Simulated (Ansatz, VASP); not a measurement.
# Cross-check of Al2InN3 between VASP and Ansatz, part 2 of 3

Wanted: the spread between two codes on one cell, functional and k mesh. The cell is taken from a series of runs on this material, whose earlier steps may have relaxed, scaled, displaced or heated it; both programs get it as it stands.

VASP 6.6.1 and Ansatz 0.2.0.

So far: The starting structure; VASP: dielectric response, PBE.

## Step 2: VASP: dielectric response, PBE (continued)

Level of this step: PBE; plane waves and PAW (Al, In_d, N) (VASP).

Parts of OUTCAR (step 2):

```text
ion  position               nearest neighbor table
   1  0.009  0.335  0.992-   9 1.89  10 1.89  12 1.89   7 1.90   3 3.17   3 3.17   4 3.18   4 3.18
                             2 3.19   2 3.19   5 3.20   6 3.20   5 3.21   6 3.24   5 3.34   2 3.35
   2  0.665  0.991  0.992-  10 1.89   9 1.89  12 1.89   8 1.90   4 3.17   4 3.17   3 3.18   3 3.18
                             1 3.19   1 3.19   5 3.20   6 3.20   5 3.21   6 3.24   5 3.34   1 3.35
   3  0.991  0.665  0.492-   7 1.89   8 1.89  11 1.89   9 1.90   1 3.17   1 3.17   2 3.18   2 3.18
                             4 3.19   4 3.19   6 3.20   5 3.20   6 3.21   5 3.24   6 3.34   4 3.35
   4  0.335  0.009  0.492-   8 1.89   7 1.89  11 1.89  10 1.90   2 3.17   2 3.17   1 3.18   1 3.18
                             3 3.19   3 3.19   6 3.20   5 3.20   6 3.21   5 3.24   6 3.34   3 3.35
   5  0.322  0.678  0.986-   9 2.16  10 2.16  12 2.17  11 2.19   1 3.20   2 3.20   4 3.20   3 3.20
                             2 3.21   1 3.21   4 3.24   3 3.24   6 3.28   6 3.28   2 3.34   1 3.34
   6  0.678  0.322  0.486-   7 2.16   8 2.16  11 2.17  12 2.19   4 3.20   3 3.20   2 3.20   1 3.20
                             4 3.21   3 3.21   2 3.24   1 3.24   5 3.28   5 3.28   4 3.34   3 3.34
   7  0.037  0.334  0.356-   3 1.89   4 1.89   1 1.90   6 2.16
   8  0.666  0.963  0.356-   4 1.89   3 1.89   2 1.90   6 2.16
   9  0.963  0.666  0.856-   1 1.89   2 1.89   3 1.90   5 2.16
  10  0.334  0.037  0.856-   2 1.89   1 1.89   4 1.90   5 2.16
  11  0.298  0.702  0.407-   3 1.89   4 1.89   6 2.17   5 2.19
  12  0.702  0.298  0.907-   1 1.89   2 1.89   5 2.17   6 2.19

  LATTYP: Found a base centered orthorhombic cell.
 ALAT       =     5.6110302750
 B/A-ratio  =     1.7394377906
 C/A-ratio  =     0.9266501062

 Subroutine GETGRP returns: Found  4 space group operations
 (whereof  2 operations were pure point group operations)

The static configuration has the point symmetry C_1h.
 The point group associated with its full space group is C_2v.

 Found     39 irreducible k-points:

   k-points           NKPTS =     39   k-points in BZ     NKDIM =     39   number of bands    NBANDS=     46

   dimension x,y,z NGX =    42 NGY =   42 NGZ =   40
   dimension x,y,z NGXF=    84 NGYF=   84 NGZF=   80

   ENCUT  =  520.0 eV  38.22 Ry    6.18 a.u.  10.47 10.47  9.67*2*pi/ulx,y,z

   NELECT =      68.0000    total number of electrons

 k-points in reciprocal lattice and weights: Automatic mesh
   0.00000000  0.00000000  0.00000000       0.007
   0.16666667  0.00000000  0.00000000       0.028
   0.33333333  0.00000000  0.00000000       0.028
   0.50000000  0.00000000  0.00000000       0.014
   0.16666667  0.16666667  0.00000000       0.014
   0.33333333  0.16666667  0.00000000       0.028
   0.50000000  0.16666667  0.00000000       0.028
  -0.33333333  0.16666667  0.00000000       0.028
  -0.16666667  0.16666667  0.00000000       0.014
[...]
-0.33333333  0.33333333  0.50000000       0.014
   0.50000000  0.50000000  0.50000000       0.007

 average (electrostatic) potential at core
       1 -71.4211       2 -71.4211       3 -71.4211       4 -71.4211       5 -93.0893
       6 -93.0893       7 -59.9604       8 -59.9604       9 -59.9604      10 -59.9604
      11 -60.1743      12 -60.1743

  Total        3.7771941      3.8134019      3.9569495      0.0000000      0.0000000      0.0000000
  in kB       42.5066976     42.9141618     44.5295765      0.0000000      0.0000000      0.0000000
  external PRESSURE =      43.3168120 kB  Pullay stress =       0.0000000 kB

  energy-cutoff  :      520.00
  volume of cell :      142.37
      direct lattice vectors                 reciprocal lattice vectors
     4.880019052 -2.805515138  0.000000000     0.102458616 -0.178220389  0.000000000
     4.880019052  2.805515138  0.000000000     0.102458616  0.178220389  0.000000000
     0.000000000  0.000000000  5.199461800     0.000000000  0.000000000  0.192327598

 POSITION                                       TOTAL-FORCE (eV/Angst)
 -----------------------------------------------------------------------------------
      1.67601      0.91560      5.15593        -0.002290      0.008176      0.003108
      8.08403      0.91560      5.15593         0.002290      0.008176      0.003108
      8.08403     -0.91560      2.55619         0.002290     -0.008176      0.003108
      1.67601     -0.91560      2.55619        -0.002290     -0.008176      0.003108
      4.88002      0.99924      5.12866         0.000000      0.005507      0.001915
      4.88002     -0.99924      2.52893         0.000000     -0.005507      0.001915
      1.80836      0.83211      1.84997         0.017329     -0.003937     -0.008043
      7.95168      0.83211      1.84997        -0.017329     -0.003937     -0.008043
      7.95168     -0.83211      4.44970        -0.017329      0.003937     -0.008043
      1.80836     -0.83211      4.44970         0.017329      0.003937     -0.008043
      4.88002      1.13292      2.11495         0.000000      0.011712      0.007955
      4.88002     -1.13292      4.71468         0.000000     -0.011712      0.007955
 -----------------------------------------------------------------------------------
    total drift:                               -0.000001     -0.000000      0.000626

 MACROSCOPIC STATIC DIELECTRIC TENSOR (including local field effects in DFT)
 ------------------------------------------------------
           5.354357     0.000000     0.000000
           0.000000     5.387608     0.000000
           0.000000     0.000000     5.620045
 ------------------------------------------------------

 PIEZOELECTRIC TENSOR (including local field effects)  for field in x, y, z        (C/m^2)
          XX          YY          ZZ          XY          YZ          ZX
  --------------------------------------------------------------------------------
  x     0.00000     0.00000     0.00000     0.00000     0.00000     0.35382
  y     0.00000     0.00000     0.00000     0.00000     0.37627     0.00000
  z     0.30939     0.33178    -0.59801     0.00000     0.00000     0.00000

 BORN EFFECTIVE CHARGES (including local field effects) (in |e|, cummulative output)
 ---------------------------------------------------------------------------------
 ion    1
    1     2.51903     0.34776    -0.19369
    2    -0.28361     2.52011     0.11514
    3     0.22531    -0.11206     2.56963
 ion    2
    1     2.51903    -0.34776     0.19369
    2     0.28361     2.52011     0.11514
    3    -0.22531    -0.11206     2.56963
 ion    3
    1     2.51903     0.34776     0.19369
    2    -0.28361     2.52011    -0.11514
    3    -0.22531     0.11206     2.56963
 ion    4
    1     2.51903    -0.34776    -0.19369
    2     0.28361     2.52011    -0.11514
    3     0.22531     0.11206     2.56963
 ion    5
    1     2.79163     0.00000     0.00000
    2     0.00000     2.75193    -0.12294
    3     0.00000     0.16932     3.13468
 ion    6
    1     2.79163     0.00000     0.00000
    2     0.00000     2.75193     0.12294
    3     0.00000    -0.16932     3.13468
 ion    7
    1    -2.54463    -0.16013    -0.03726
    2    -0.04008    -2.62780     0.05340
    3    -0.06474     0.05099    -2.75891
 ion    8
    1    -2.54463     0.16013     0.03726
    2     0.04008    -2.62780     0.05340
    3     0.06474     0.05099    -2.75891
 ion    9
    1    -2.54463    -0.16013     0.03726
    2    -0.04008    -2.62780    -0.05340
    3     0.06474    -0.05099    -2.75891
 ion   10
    1    -2.54463     0.16013    -0.03726
    2     0.04008    -2.62780    -0.05340
    3    -0.06474    -0.05099    -2.75891
 ion   11
    1    -2.74043     0.00000     0.00000
    2     0.00000    -2.53655    -0.08351
    3     0.00000    -0.05543    -2.75613
 ion   12
    1    -2.74043     0.00000     0.00000
    2     0.00000    -2.53655     0.08351
    3     0.00000     0.05543    -2.75613
```

The gap is read on the k-mesh alone, so it is an upper bound where the band edges lie off the mesh. Energies printed during the response cycles are not total energies of the cell. The dielectric response converges more slowly with the mesh than energies do, so tensor and charges may still move on a finer one.

(Part 2 of 3 ends here.)

[Lines on the potential files, build, host, timing and source positions are cut from VASP's logs without a mark.]

[Logs are printed without paths, hosts, clocks, repeated set-up lines and the standing remarks that a program may print on its own settings, such as how far it seeks lower states.]

[Hosts, paths, dates, database ids (printed as entryN), source tags and the programs' standing remarks are cut or masked in the printed files.]
